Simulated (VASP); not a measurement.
## YSi3O6: single point with PBE

The system is YSi3O6.

```
CELL_PARAMETERS angstrom
3.85520 2.70503 0.00000
3.85520 -2.70503 0.00000
1.89869 0.00000 -6.79118
ATOMIC_POSITIONS crystal
Si 0.70900 0.29100 0.50000
Si 0.30800 0.19600 0.30600
Si 0.80400 0.69200 0.69400
Y 0.00000 0.00000 0.00000
O 0.39500 0.31300 0.45100
O 0.68700 0.60500 0.54900
O 0.49800 0.08600 0.12400
O 0.91400 0.50200 0.87600
O 0.79300 0.02300 0.68400
O 0.97700 0.20700 0.31600
```

The cell was built by a generator and needn't be a form met in nature.

* Program: VASP 6.6.1
* Task: single point
* Functional: PBE
* Potentials or basis: VASP PAW PBE potentials, release 64 (Si, Y_sv, O)
* Cutoff: 520 eV
* k mesh: 4 × 4 × 3
* Occupations: fermi-dirac, width 0.0424 eV
* Spin: no spin polarisation

| Property | Result |
| --- | --- |
| Pressure | 32.6 GPa |
| Largest force | 7.180 eV/Å |
| Band gap on the k mesh | none (metal or under the smearing width) |

Forces on the atoms (eV/Å):
```
Si   0.000  1.018  0.000
Si  -2.093 -0.551  3.689
Si   2.093 -0.551 -3.689
Y    0.000  0.591  0.000
O    4.237 -1.436 -5.616
O   -4.237 -1.436  5.616
O   -0.321  3.796  4.925
O    0.321  3.796 -4.925
O    3.984 -2.613 -0.369
O   -3.984 -2.613  0.369
```

Stress tensor (GPa, compression positive):
```
 39.29   0.00 -15.89
  0.00  22.42   0.00
-15.89   0.00  36.03
```

Levels at points of the mesh, in eV from the Fermi level:
```csv
k point,band 25,band 26,band 27,band 28,band 29,band 30,band 31,band 32,band 33,band 34
"(0.00, 0.00, 0.00)",-6.94,-6.66,-6.52,-6.49,-2.38,0.15,0.50,1.04,1.36,1.47
"(0.50, 0.00, 0.00)",-6.86,-6.67,-6.63,-6.36,-0.45,-0.17,0.48,0.74,0.92,1.63
"(0.50, 0.50, 0.00)",-7.18,-6.74,-6.58,-6.13,0.01,0.04,0.41,1.10,1.18,1.30
```

It took 4.7 min on 1 thread of Intel(R) Xeon(R) Platinum 8488C (Sapphire Rapids), with other jobs on the host, peak memory 0.3 GiB.

Caveat: a pressure of tens of GPa on the cell as given is suspect, and the run, the potentials or the cell itself is likely at fault; an odd number of electrons without spin polarisation forces a metal; a magnetic or distorted state may lie lower.
